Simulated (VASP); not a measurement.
Computed with rev-vdW-DF2, VASP's PBE PAW potentials (set 64) (plane waves; VASP).

The input files of a VASP run:

INCAR:
```
EDIFF = 1E-7
LASPH = T   ! aspherical one-centre terms
LCHARG = T
ISIF = 2
GGA = MK
NELM = 100   ! most electronic steps
NEDOS = 601   ! DOS grid
PARAM1 = 0.1234568
LWAVE = F
ALGO = Normal   ! blocked Davidson
PARAM2 = 0.7114
ZAB_VDW = -1.8867
LREAL = F   ! projection in real space or not
ENCUT = 520
LORBIT = 11   ! lm-projected
AGGAC = 0.0
ISMEAR = -5   ! tetrahedra, Bloechl
SYSTEM = KCl
LUSE_VDW = T
PREC = Accurate
```

### POSCAR
```
KCl
1
    0.0000000000     3.1322400920     3.1322400920
    3.1322400920    -0.0000000000     3.1322400920
    3.1322400920     3.1322400920     0.0000000000
K Cl
1 1
Direct
  0.0000000000   0.0000000000   0.0000000000
  0.5000000000   0.5000000000   0.5000000000
```

### KPOINTS
```
kpoints
0
gamma
 8 8 8
```

POTCAR, in this order: K_sv Cl (PBE.64 set). Program: vasp_std.

The resulting files:

OSZICAR:
```
       N       E                     dE             d eps       ncg     rms          rms(c)
DAV:   1     0.110667899268E+03    0.11067E+03   -0.73000E+03   696   0.120E+03
DAV:   2     0.245111381328E+01   -0.10822E+03   -0.10273E+03   876   0.281E+02
DAV:   3    -0.356498333015E+01   -0.60161E+01   -0.59944E+01   904   0.616E+01
DAV:   4    -0.375822412403E+01   -0.19324E+00   -0.19307E+00  1152   0.101E+01
DAV:   5    -0.376036996163E+01   -0.21458E-02   -0.21458E-02   936   0.975E-01    0.362E+00
DAV:   6    -0.347471796730E+01    0.28565E+00   -0.53861E-01   828   0.408E+00    0.292E+00
DAV:   7    -0.345305388743E+01    0.21664E-01   -0.11893E-01   888   0.213E+00    0.166E+00
DAV:   8    -0.345777916939E+01   -0.47253E-02   -0.15807E-02   960   0.117E+00    0.189E-01
DAV:   9    -0.345798478222E+01   -0.20561E-03   -0.90570E-04   928   0.198E-01    0.886E-02
DAV:  10    -0.345823141085E+01   -0.24663E-03   -0.20757E-04   852   0.147E-01    0.677E-03
DAV:  11    -0.345823316135E+01   -0.17505E-05   -0.66353E-06  1108   0.220E-02    0.397E-03
DAV:  12    -0.345823382691E+01   -0.66555E-06   -0.18745E-06   888   0.119E-02    0.220E-03
DAV:  13    -0.345823374669E+01    0.80212E-07   -0.22948E-07   908   0.416E-03
   1 F= -.34582337E+01 E0= -.34582337E+01  d E =0.000000E+00
```

**OUTCAR**
```
------------------------ aborting loop because EDIFF is reached ----------------------------------------
  FORCE on cell =-STRESS in cart. coord.  units (eV):
  Direction    XX          YY          ZZ          XY          YZ          ZX
  --------------------------------------------------------------------------------------
  Total       -0.0010533     -0.0010533     -0.0010533      0.0000000      0.0000000     -0.0000000
  in kB       -0.0274586     -0.0274586     -0.0274586      0.0000000      0.0000000     -0.0000000
  external PRESSURE =      -0.0274586 kB  Pullay stress =       0.0000000 kB
  volume of cell :       61.46
      direct lattice vectors                 reciprocal lattice vectors
     0.000000000  3.132240092  3.132240092    -0.159630164  0.159630164  0.159630164
     3.132240092  0.000000000  3.132240092     0.159630164 -0.159630164  0.159630164
     3.132240092  3.132240092  0.000000000     0.159630164  0.159630164 -0.159630164
  FREE ENERGIE OF THE ION-ELECTRON SYSTEM (eV)
  ---------------------------------------------------
  free  energy   TOTEN  =        -3.4582337467 eV

  energy  without entropy=       -3.4582337467  energy(sigma->0) =       -3.45823375

 total charge

# of ion       s       p       d       tot
------------------------------------------
    1        1.955   5.552   0.026   7.534
    2        1.596   3.557   0.000   5.153
--------------------------------------------------
tot          3.551   9.109   0.026  12.686
```
(Selected blocks of OUTCAR.)

File OUTCAR:
```
 val. band max:       -1.8946433168   @ k =   0.0000   0.0000   0.0000

 cond. band min:       3.1495294522   @ k =   0.0000   0.0000   0.0000


 Fermi energy:        -1.8607391659

 k-point     1 :       0.0000    0.0000    0.0000
  band No.  band energies     occupation
      1     -28.9598      2.00000
      2     -13.9990      2.00000
      3     -12.4862      2.00000
      4     -12.4862      2.00000
      5     -12.4862      2.00000
      6      -1.8946      2.00000
      7      -1.8946      2.00000
      8      -1.8946      2.00000
      9       3.1495      0.00000
     10       6.3652      0.00000
     11       6.3652      0.00000
     12       6.3652      0.00000

 k-point     2 :       0.1250    0.0000    0.0000
  band No.  band energies     occupation
      1     -28.9580      2.00000
      2     -14.0309      2.00000
      3     -12.4877      2.00000
      4     -12.4877      2.00000
      5     -12.4462      2.00000
      6      -2.0968      2.00000
      7      -1.9480      2.00000
      8      -1.9480      2.00000
      9       3.5345      0.00000
     10       6.2399      0.00000
     11       6.5650      0.00000
     12       6.5650      0.00000

 k-point     3 :       0.2500    0.0000    0.0000
  band No.  band energies     occupation
      1     -28.9539      2.00000
      2     -14.1021      2.00000
      3     -12.4913      2.00000
      4     -12.4913      2.00000
      5     -12.3549      2.00000
      6      -2.5152      2.00000
      7      -2.0717      2.00000
      8      -2.0717      2.00000
      9       4.4314      0.00000
     10       6.1411      0.00000
     11       7.1329      0.00000
     12       7.1329      0.00000

 k-point     4 :       0.3750    0.0000    0.0000
  band No.  band energies     occupation
      1     -28.9497      2.00000
      2     -14.1669      2.00000
      3     -12.4949      2.00000
      4     -12.4949      2.00000
      5     -12.2696      2.00000
      6      -2.8699      2.00000
...
```

The compound is KCl in the rock salt structure. It was relaxed first.
